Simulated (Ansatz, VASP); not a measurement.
# TiO2 (Rutile) in two plane-wave programs, part 2 of 2

Aim: how closely do two programs agree when they are given the same cell, functional and k mesh? The cell is taken from a series of runs on this material, whose earlier steps may have relaxed, scaled, displaced or heated it; both programs get it as it stands.

VASP 6.6.1 and Ansatz 0.2.0.

So far: The structure; VASP: zone-centre phonons, RPBE.

## 2. VASP: zone-centre phonons, RPBE (continued)

Level of this step: RPBE, no spin polarisation; plane waves and PAW (Ti_sv, O) (VASP).

Numbers of over 12 decimals in the logs are rounded to 6 here.

From OUTCAR (step 2):

```text
ion  position               nearest neighbor table
   1  0.000  0.000  0.000-   4 1.97   6 1.97   4 1.97   6 1.97   5 2.03   3 2.03
   2  0.500  0.500  0.500-   3 1.97   5 1.97   3 1.97   5 1.97   4 2.03   6 2.03
   3  0.306  0.306  0.000-   2 1.97   2 1.97   1 2.03
   4  0.194  0.806  0.500-   1 1.97   1 1.97   2 2.03
   5  0.694  0.694  0.000-   2 1.97   2 1.97   1 2.03
   6  0.806  0.194  0.500-   1 1.97   1 1.97   2 2.03

  LATTYP: Found a simple tetragonal cell.
 ALAT       =     4.6875641933
 C/A-ratio  =     0.6357049591

 Subroutine GETGRP returns: Found 16 space group operations
 (whereof  8 operations were pure point group operations)

The static configuration has the point symmetry D_2h.
 The point group associated with its full space group is D_4h.

 Found     50 irreducible k-points:

   k-points           NKPTS =     50   k-points in BZ     NKDIM =     50   number of bands    NBANDS=     30

   dimension x,y,z NGX =    40 NGY =   40 NGZ =   24
   dimension x,y,z NGXF=    80 NGYF=   80 NGZF=   48

   ENCUT  =  600.0 eV  44.10 Ry    6.64 a.u.   9.36  9.36  5.95*2*pi/ulx,y,z

   NELECT =      48.0000    total number of electrons

 k-points in reciprocal lattice and weights: Automatic mesh
   0.00000000  0.00000000  0.00000000       0.003
   0.16666667  0.00000000  0.00000000       0.014
   0.33333333  0.00000000  0.00000000       0.014
   0.50000000  0.00000000  0.00000000       0.007
   0.16666667  0.16666667  0.00000000       0.014
   0.33333333  0.16666667  0.00000000       0.028
   0.50000000  0.16666667  0.00000000       0.014
   0.33333333  0.33333333  0.00000000       0.014
   0.50000000  0.33333333  0.00000000       0.014
[...]
0.50000000  0.33333333  0.50000000       0.014
   0.50000000  0.50000000  0.50000000       0.003

 average (electrostatic) potential at core
       1 -76.9213       2 -76.9213       3 -69.7429       4 -69.7429       5 -69.7429
       6 -69.7429

[...]
2.34378      2.34378      1.48995         0.000000     -0.000000      0.000000
      1.43407      1.43407      0.00000        -0.018818     -0.018818      0.000000
      0.90971      3.77785      1.48995         0.018818     -0.018818      0.000000
      3.25350      3.25350      0.00000         0.018818      0.018818     -0.000000
      3.77785      0.90971      1.48995        -0.018818      0.018818      0.000000
 -----------------------------------------------------------------------------------
    total drift:                                0.000000      0.000000     -0.000000

 Eigenvectors and eigenvalues of the dynamical matrix
 ----------------------------------------------------

   1 f  =   22.494648 THz   141.338042 2PiTHz  750.340693 cm-1    93.030347 meV
             X         Y         Z           dx          dy          dz
      0.000000  0.000000  0.000000     0.000000   -0.000000   -0.000000
      2.343782  2.343782  1.489954    -0.000000    0.000000    0.000000
      1.434069  1.434069  0.000000    -0.353553   -0.353553    0.000000
      0.909713  3.777851  1.489954    -0.353553    0.353553    0.000000
      3.253496  3.253496  0.000000     0.353553    0.353553   -0.000000
      3.777851  0.909713  1.489954     0.353553   -0.353553   -0.000000

   2 f  =   16.599512 THz   104.297808 2PiTHz  553.700108 cm-1    68.650033 meV
             X         Y         Z           dx          dy          dz
      0.000000  0.000000  0.000000    -0.000000   -0.000000   -0.000000
      2.343782  2.343782  1.489954     0.000000    0.000000   -0.000000
      1.434069  1.434069  0.000000     0.353553    0.353553   -0.000000
      0.909713  3.777851  1.489954    -0.353553    0.353553    0.000000
      3.253496  3.253496  0.000000    -0.353553   -0.353553    0.000000
      3.777851  0.909713  1.489954     0.353553   -0.353553    0.000000

   3 f  =   13.959536 THz    87.710349 2PiTHz  465.639985 cm-1    57.731974 meV
             X         Y         Z           dx          dy          dz
      0.000000  0.000000  0.000000    -0.208727    0.516096   -0.000000
      2.343782  2.343782  1.489954     0.061429   -0.475985    0.000000
      1.434069  1.434069  0.000000    -0.024587    0.303910    0.000000
      0.909713  3.777851  1.489954     0.150248   -0.338129    0.000000
      3.253496  3.253496  0.000000    -0.024587    0.303910   -0.000000
      3.777851  0.909713  1.489954     0.150248   -0.338129   -0.000000

   4 f  =   13.959536 THz    87.710349 2PiTHz  465.639985 cm-1    57.731974 meV
             X         Y         Z           dx          dy          dz
      0.000000  0.000000  0.000000     0.475985    0.061429   -0.000000
      2.343782  2.343782  1.489954    -0.516096   -0.208727   -0.000000
      1.434069  1.434069  0.000000     0.338129    0.150248    0.000000
      0.909713  3.777851  1.489954    -0.303910   -0.024587   -0.000000
      3.253496  3.253496  0.000000     0.338129    0.150248    0.000000
      3.777851  0.909713  1.489954    -0.303910   -0.024587    0.000000

   5 f  =   12.524097 THz    78.691224 2PiTHz  417.758916 cm-1    51.795481 meV
             X         Y         Z           dx          dy          dz
      0.000000  0.000000  0.000000     0.000000   -0.000000   -0.000000
      2.343782  2.343782  1.489954    -0.000000    0.000000   -0.000000
      1.434069  1.434069  0.000000     0.000000   -0.000000   -0.706881
      0.909713  3.777851  1.489954     0.000000    0.000000   -0.017867
      3.253496  3.253496  0.000000    -0.000000    0.000000    0.706881
      3.777851  0.909713  1.489954    -0.000000   -0.000000    0.017867

   6 f  =   12.524097 THz    78.691224 2PiTHz  417.758916 cm-1    51.795481 meV
             X         Y         Z           dx          dy          dz
      0.000000  0.000000  0.000000    -0.000000    0.000000   -0.000000
      2.343782  2.343782  1.489954     0.000000    0.000000   -0.000000
      1.434069  1.434069  0.000000     0.000000   -0.000000    0.017867
      0.909713  3.777851  1.489954     0.000000    0.000000   -0.706881
      3.253496  3.253496  0.000000    -0.000000    0.000000   -0.017867
      3.777851  0.909713  1.489954    -0.000000   -0.000000    0.706881

   7 f  =   12.458701 THz    78.280330 2PiTHz  415.577548 cm-1    51.525026 meV
             X         Y         Z           dx          dy          dz
      0.000000  0.000000  0.000000     0.000000    0.000000   -0.000000
      2.343782  2.343782  1.489954    -0.000000   -0.000000    0.000000
      1.434069  1.434069  0.000000     0.353553   -0.353553    0.000000
      0.909713  3.777851  1.489954     0.353553    0.353553    0.000000
      3.253496  3.253496  0.000000    -0.353553    0.353553   -0.000000
      3.777851  0.909713  1.489954    -0.353553   -0.353553   -0.000000

   8 f  =   10.353854 THz    65.055185 2PiTHz  345.367405 cm-1    42.820082 meV
             X         Y         Z           dx          dy          dz
      0.000000  0.000000  0.000000     0.434502   -0.176890    0.000000
      2.343782  2.343782  1.489954    -0.409831   -0.102274   -0.000000
      1.434069  1.434069  0.000000    -0.377078    0.155206   -0.000000
      0.909713  3.777851  1.489954     0.355366    0.090478    0.000000
      3.253496  3.253496  0.000000    -0.377078    0.155206   -0.000000
      3.777851  0.909713  1.489954     0.355366    0.090478    0.000000

   9 f  =   10.353854 THz    65.055185 2PiTHz  345.367405 cm-1    42.820082 meV
             X         Y         Z           dx          dy          dz
      0.000000  0.000000  0.000000    -0.102274    0.409831    0.000000
      2.343782  2.343782  1.489954    -0.176890   -0.434502   -0.000000
      1.434069  1.434069  0.000000     0.090478   -0.355366   -0.000000
      0.909713  3.777851  1.489954     0.155206    0.377078    0.000000
      3.253496  3.253496  0.000000     0.090478   -0.355366   -0.000000
      3.777851  0.909713  1.489954     0.155206    0.377078    0.000000

  10 f  =   10.223949 THz    64.238968 2PiTHz  341.034240 cm-1    42.282838 meV
             X         Y         Z           dx          dy          dz
      0.000000  0.000000  0.000000     0.000000   -0.000000   -0.075573
      2.343782  2.343782  1.489954    -0.000000   -0.000000    0.075573
      1.434069  1.434069  0.000000    -0.000000    0.000000    0.497136
      0.909713  3.777851  1.489954     0.000000    0.000000   -0.497136
      3.253496  3.253496  0.000000    -0.000000    0.000000    0.497136
      3.777851  0.909713  1.489954     0.000000    0.000000   -0.497136

  11 f  =    4.594621 THz    28.868854 2PiTHz  153.260054 cm-1    19.001816 meV
             X         Y         Z           dx          dy          dz
      0.000000  0.000000  0.000000    -0.000000   -0.000000    0.000000
      2.343782  2.343782  1.489954    -0.000000    0.000000   -0.000000
      1.434069  1.434069  0.000000    -0.353553    0.353553   -0.000000
      0.909713  3.777851  1.489954     0.353553    0.353553    0.000000
      3.253496  3.253496  0.000000     0.353553   -0.353553    0.000000
      3.777851  0.909713  1.489954    -0.353553   -0.353553    0.000000

  12 f  =    0.008515 THz     0.053503 2PiTHz    0.284036 cm-1     0.035216 meV
             X         Y         Z           dx          dy          dz
      0.000000  0.000000  0.000000    -0.000000   -0.000000   -0.548296
      2.343782  2.343782  1.489954    -0.000000   -0.000000   -0.548296
      1.434069  1.434069  0.000000    -0.000000   -0.000000   -0.315730
      0.909713  3.777851  1.489954    -0.000000   -0.000000   -0.315730
      3.253496  3.253496  0.000000    -0.000000   -0.000000   -0.315730
      3.777851  0.909713  1.489954    -0.000000   -0.000000   -0.315730

  13 f/i=    0.014914 THz     0.093705 2PiTHz    0.497464 cm-1     0.061678 meV
             X         Y         Z           dx          dy          dz
      0.000000  0.000000  0.000000    -0.514963    0.181766   -0.000000
      2.343782  2.343782  1.489954    -0.513463    0.177471   -0.000000
      1.434069  1.434069  0.000000    -0.300394    0.103408   -0.000000
      0.909713  3.777851  1.489954    -0.301604    0.106874   -0.000000
      3.253496  3.253496  0.000000    -0.300394    0.103408   -0.000000
      3.777851  0.909713  1.489954    -0.301604    0.106874   -0.000000
    [... 43 further lines ...]
      3.253496  3.253496  0.000000     0.000000   -0.000000    0.387704
      3.777851  0.909713  1.489954     0.000000   -0.000000    0.387704

 ELASTIC MODULI CONTR FROM IONIC RELAXATION (kBar)
 Direction    XX          YY          ZZ          XY          YZ          ZX
 --------------------------------------------------------------------------------
 XX        -360.6867      0.0556   -151.4629     -0.0000     -0.0000     -0.0000
 YY           0.0556   -360.6867   -151.4629      0.0000      0.0000      0.0000
 ZZ        -151.4629   -151.4629   -127.2271      0.0000     -0.0000      0.0000
 XY          -0.0000      0.0000      0.0000     -0.0861     -0.0000     -0.0000
 YZ          -0.0000      0.0000     -0.0000     -0.0000   -211.6160     -0.0000
 ZX          -0.0000      0.0000      0.0000     -0.0000     -0.0000   -132.4539
 --------------------------------------------------------------------------------
```

## 3. Ansatz: zone-centre phonons, RPBE

Ansatz runs on its default PAW (the set named soft_2) files.

The same cell, functional and mesh now go to Ansatz, which takes its cutoff from its data sets.

input.yaml reads:

```yaml
crystal:
  lattice:
    - [4.6875641933, 0.0, 0.0]
    - [0.0, 4.6875641933, 0.0]
    - [0.0, 0.0, 2.9799078038]
  atoms:
    - { symbol: Ti, position: [0.0, 0.0, 0.0] }
    - { symbol: Ti, position: [0.5, 0.5, 0.5] }
    - { symbol: O, position: [0.3059304523, 0.3059304523, 0.0] }
    - { symbol: O, position: [0.1940695477, 0.8059304523, 0.5] }
    - { symbol: O, position: [0.6940695477, 0.6940695477, 0.0] }
    - { symbol: O, position: [0.8059304523, 0.1940695477, 0.5] }
kpoints:
  mp_grid: { grid: [6, 6, 8] }
hamiltonian:
  xc: rpbe
scf:
  occupations: { method: fixed }
output:
  eigenvalues: true
phonons:
  method: dfpt
```

Started as:

```
ansatz run input.yaml --threads 8 --pin off --max-ram 14336MiB --backend cpu --events-out ev --progress --plain --runs-dir out
```

Log:

```text
zone centre: on kpoints.mp_grid the ground state, and the responses unless they are solved on pairs of k-points, stand on 100 of the mesh's 288 k-points, reduced under 2 symmetry operations, with k and −k counted as one. Each operation leaves every solved displacement unchanged or reverses it
Engine: ansatz 0.2.0, x86_64-unknown-linux-gnu
Pseudopotentials: kind: paw
Pseudopotential: Ti, paw, valence charge 12, recommended cutoff 420 eV (normal), Ti.paw.azcp
Pseudopotential: O, paw, valence charge 6, recommended cutoff 420 eV (normal), O.paw.azcp
Functional definition: RPBE
  parameter kappa = 0.804
  parameter beta = 0.066725
  exchange = rpbe_x(kappa = kappa, mu = beta*pi^2/3)
  correlation = pbe_c(beta = beta)
Crystal: 6 atoms, lattice volume = 65.478 Å³
Basis set: ecut = 420 eV, 1265 PW (Γ), exchange–correlation on 64×64×40 points (8 copies of the dense FFT grid, shifted against one another)
Bands: 30, of which v1, the nominal top of the filled ones, is band 24 counted from 1 (23 counted from 0)
Symmetry: 16 space group operations
k-points: 100 of 288 (irreducible under 2 space group operations, time reversal used)
Non-local potential: Ti, projectors of the file, l = 0: 3, l = 1: 2, l = 2: 3, l = 3: 1
Non-local potential: O, projectors of the file, l = 0: 2, l = 1: 2, l = 2: 1
PAW form: soft (Blöchl's): semilocal exchange-correlation on the pseudo side does not see the compensation charge
PAW frozen core: Ti, regenerated for the run's functional, and the local potential with it (the file was generated under x = pbe(κ = 0.804, μ = 0.219515), c = pbe(β = 0.066725))
PAW frozen core: O, regenerated for the run's functional, and the local potential with it (the file was generated under x = pbe(κ = 0.804, μ = 0.219515), c = pbe(β = 0.066725))
PAW one-centre angular grid: Ti, 590 points (default); XC on 64 Gauss nodes
PAW one-centre angular grid: O, 110 points (default); XC on 64 Gauss nodes
Initial density: superposition of atomic densities (neutral atoms: chi_scale 0, normalization atom), corrected by the library's trained network
Initial wavefunctions: pseudopotential atomic-orbital guess
Functional: x = rpbe, c = pbe(β = 0.066725)
SCF iter   1: F=—  HF=-7292.869426 eV  |F-HF|=—  |Δ(HF+E_count)|=         —  Δρ=3.99e-3  dr2=7.67e-3  ethr=1.77e-3  ⟨swp⟩=3.7  Hψ=11153  notcnv=0  defer=227
preconditioner: auto → Resta (q_TF=auto, 2.591 Å⁻¹)  ε∞=8.9  [insulator: Δε(μ)=1.890 eV  Ē_g=9.211 eV  n_scr=18 (ndim 8)  ℏωp=26.0 eV  f_vac=0.030  ε∞_Penn≈8.9]
SCF iter   2: F=—  HF=-7292.870101 eV  |F-HF|=—  |Δ(HF+E_count)|=   6.76e-4  Δρ=2.34e-3  dr2=2.06e-3  ethr=1.60e-5  ⟨swp⟩=2.5  Hψ=4999  notcnv=0  defer=400
SCF iter   3: F=—  HF=-7292.870632 eV  |F-HF|=—  |Δ(HF+E_count)|=   5.31e-4  Δρ=1.32e-3  dr2=1.06e-3  ethr=4.28e-6  ⟨swp⟩=2.0  Hψ=4236  notcnv=0  defer=400
SCF iter   4: F=—  HF=-7292.870881 eV  |F-HF|=—  |Δ(HF+E_count)|=   2.49e-4  Δρ=2.58e-4  dr2=5.64e-5  ethr=2.21e-6  ⟨swp⟩=2.0  Hψ=4243  notcnv=0  defer=400
SCF iter   5: F=—  HF=-7292.870946 eV  |F-HF|=—  |Δ(HF+E_count)|=   6.44e-5  Δρ=9.78e-5  dr2=7.08e-6  ethr=1.17e-7  ⟨swp⟩=2.0  Hψ=4445  notcnv=0  defer=151
SCF iter   6: F=—  HF=-7292.870955 eV  |F-HF|=—  |Δ(HF+E_count)|=   9.79e-6  Δρ=2.17e-5  dr2=3.40e-7  ethr=1.47e-8  ⟨swp⟩=2.0  Hψ=4449  notcnv=0  defer=151
SCF iter   7: F=—  HF=-7292.870956 eV  |F-HF|=—  |Δ(HF+E_count)|=   7.14e-7  Δρ=5.91e-6  dr2=1.94e-8  ethr=7.09e-10  ⟨swp⟩=2.0  Hψ=4445  notcnv=0  defer=151
SCF iter   8: F=—  HF=-7292.870956 eV  |F-HF|=—  |Δ(HF+E_count)|=   4.60e-8  Δρ=1.18e-6  dr2=7.55e-10  ethr=4.03e-11  ⟨swp⟩=2.0  Hψ=4652  notcnv=0  defer=151
SCF iter   9: F=-7292.870956 eV  HF=-7292.870956 eV  |F-HF|=1.27e-11  |Δ(HF+E_count)|=   1.70e-9  Δρ=3.33e-7  dr2=6.84e-11  ethr=1.00e-12  ⟨swp⟩=11.4  Hψ=16860  notcnv=0
SCF 1 converged in 9 iterations: F = -7292.870956 eV  dr2 = 6.84e-11
  greatest PAW one-centre occupation: 0.999 electrons in one spin orbital (limit 2), on the Ti atom at site 1 (counted from 0), in its partial waves of l = 0
DFPT response loops at Γ: preconditioner auto → Resta (q_TF=auto, 2.591 Å⁻¹)  ε∞=5.7 (no band partly filled); β = 1.00, the filter's whole step (`scf.mixing.beta` (0.50) is not read by the response loops at its default; to damp them type it under 1.00, their step now; it binds the ground state too); Broyden in place of MSR1
SCF converged after 9 iterations
Free energy (F): -7292.870956 eV
Harris-Foulkes:  -7292.870956 eV  (|F-HF|=1.27e-11)
Internal energy: -7292.870956 eV  (E = F + TS)
E sigma→0 (E₀):  -7292.870956 eV
Fermi energy:    8.531965 eV
--- Per-component energies (eV) ---
  E_band       = -417.776156
  E_kinetic    = 1243.353851
  E_local      = -3174.274976  (includes V_loc(G=0)·N_el)
  E_nonlocal   = 190.618491
  E_hartree    = 1208.551296
  E_xc         = -493.680343
  E_vxc        = -623.363227  (∫ρ·V_xc dr)
  E_paw        = -2734.902900  (= ΣΔE_a)
  E_vpaw       = -471.223100  (= ΣTr[D̂ρ^β])
  E_aug_tail   = 0.010099  (compensation charges beyond the density's cutoff)
  E_ewald      = -3532.358330
  E_core_change = -0.188145  (= ΣΔE_core)
  E_smearing   = -0.000000  (= −TS)
  E_closure    = 0.000000  (closes the sum)
  Σ components = -7292.870956   (vs F -7292.870956, Δ=0.00e0)
--- Band table (eV; the first three rows and the last of 100) ---
  k-point 0: bands = [... 20 lower, 7.8989, 8.1349, 8.1349, 8.5320, 10.4040, 10.7017, 10.9568, 11.0062, ... 2 higher]
  k-point 1: bands = [... 20 lower, 7.3021, 7.8455, 7.8455, 8.4808, 10.7444, 10.8295, 10.8490, 11.1869, ... 2 higher]
  k-point 2: bands = [... 20 lower, 6.8488, 7.1518, 7.1518, 8.1822, 10.7276, 11.0471, 11.3083, 11.5827, ... 2 higher]
  k-point 99: bands = [... 20 lower, 7.4079, 7.4079, 7.8759, 7.8759, 11.0588, 11.0588, 11.6776, 11.6776, ... 2 higher]
--- Phonons (Γ-DFPT): 4 representative perturbations + reference, on 100 of 288 k-points (Σ response iterations 16) ---
  k mesh reduced under 2 symmetry operations, with k and −k counted as one. Each operation leaves every solved displacement unchanged or reverses it
  ASR residual: 9.089e-5 → 0.000e0 eV/Å²; symmetrization residual: 3.269e-6 eV/Å²
  ASR residual per site (eV/Å²): 9.09e-5 9.09e-5 4.98e-5 4.98e-5 4.98e-5 4.98e-5
  Γ frequencies (cm⁻¹): -153.25 -135.44 -135.44 -91.60 0.00 0.00 0.00 156.43 340.39 344.49 344.49 414.88 414.88 416.51 463.48 463.48 549.37 749.58
  non-analytic LO–TO correction: not included (Born effective charges unavailable; polar crystals: no LO–TO splitting at Γ)
```

## 4. Differences

Known differences besides the potentials themselves: fixed occupations in Ansatz, narrow Gaussian smearing in VASP; the cutoff is 420 eV in Ansatz and 600 eV in VASP; Ansatz makes its cores anew for this functional, VASP keeps those of its PBE data sets. Total energies have different zeros and are not compared.

Zone-centre modes by rising frequency (cm⁻¹; imaginary ones negative):

```tsv
program	modes
Ansatz	-153.2, -135.4, -135.4, -91.6, 0.0, 0.0, 0.0, 156.4, 340.4, 344.5, 344.5, 414.9, 414.9, 416.5, 463.5, 463.5, 549.4, 749.6
VASP	-149.7, -129.9, -129.9, -84.9, -0.5, -0.5, 0.3, 153.3, 341.0, 345.4, 345.4, 415.6, 417.8, 417.8, 465.6, 465.6, 553.7, 750.3
```

The two lists differ in the order or number of single and degenerate modes, so they aren't paired one by one; the r.m.s. figure in the results sets the two lists side by side in order.

## 5. Outcome

- r.m.s. difference of the optical zone-centre modes, each program's sorted by frequency (zone-centre phonons, RPBE): 3.4 cm⁻¹

What this shows: The r.m.s. difference of the optical zone-centre modes, each program's sorted by frequency is 3.4 cm⁻¹ (zone-centre phonons, RPBE). How closely two codes agree says nothing of how well the functional describes the real material.

[Lines on the potential files, build, host, timing and source positions are cut from VASP's logs without a mark.]

[Logs are printed without paths, hosts, clocks, repeated set-up lines and the standing remarks that a program may print on its own settings, such as how far it seeks lower states.]

[Hosts, paths, dates, database ids (printed as entryN), source tags and the programs' standing remarks are cut or masked in the printed files.]
